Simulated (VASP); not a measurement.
VASP ran on this input.

**INCAR**
```
EDIFF = 1E-6   # SCF stop (eV)
IBRION = 2   # conjugate gradients
PREC = Accurate
LCHARG = .FALSE.
LWAVE = .FALSE.
NSW = 40   # most ionic steps
LASPH = .TRUE.   # aspherical one-centre terms
ALGO = Normal
EDIFFG = -0.02
PSTRESS = 200
NELM = 100
SIGMA = 0.05   # width (eV)
ISMEAR = 0   # Gaussian
SYSTEM = CaS
ENCUT = 500   # plane-wave cut-off (eV)
LREAL = .FALSE.
ISIF = 3   # ions, shape and volume
```

**KPOINTS**
```
Automatic mesh
0
Gamma
9 9 9
0 0 0
```

POSCAR:
```
CaS
1
    0.0000000000     2.6799573995     2.6799573995
    2.6799573995     0.0000000000     2.6799573995
    2.6799573995     2.6799573995     0.0000000000
Ca S
1 1
Direct
  0.0000000000   0.0000000000   0.0000000000
  0.5000000000   0.5000000000   0.5000000000
```

POTCAR, in this order: Ca_sv S (LDA.64 set). Program: vasp_std.

Task: Translate this LDA calculation to Quantum ESPRESSO's pw.x.

Result: One equivalent input (not run):
```
&CONTROL
  calculation = 'vc-relax'
  pseudo_dir = './pseudo'
  outdir = './out'
  tprnfor = .true.
  tstress = .true.
  nstep = 40
  forc_conv_thr = 0.00078
/
&SYSTEM
  ibrav = 0
  nat = 2
  ntyp = 2
  ecutwfc = 72
  occupations = 'smearing'
  smearing = 'gaussian'
  degauss = 0.003675
  input_dft = 'pz'
/
&ELECTRONS
  conv_thr = 7.3e-08
  electron_maxstep = 100
/
&IONS
/
&CELL
  press = 200
/
ATOMIC_SPECIES
  Ca 40.078 Ca.upf
  S 32.060 S.upf
CELL_PARAMETERS angstrom
     0.0000000    2.6799574    2.6799574
     2.6799574    0.0000000    2.6799574
     2.6799574    2.6799574    0.0000000
ATOMIC_POSITIONS crystal
  Ca   0.0000000  0.0000000  0.0000000
  S    0.5000000  0.5000000  0.5000000
K_POINTS automatic
  9 9 9 0 0 0
```
What does not carry over: the potentials are each code's own (VASP's PAW set, PseudoDojo norm-conserving files in pw.x), so ENCUT and ecutwfc are chosen apart and not converted; conv_thr bounds pw.x's estimated SCF error, while EDIFF bounds the energy change between steps; forc_conv_thr acts on force components and is met together with etot_conv_thr.

The compound is CaS in the rock salt structure. This run relaxes it under an external pressure of 20 GPa. Symmetry was kept, so distortions that lower it aren't found.
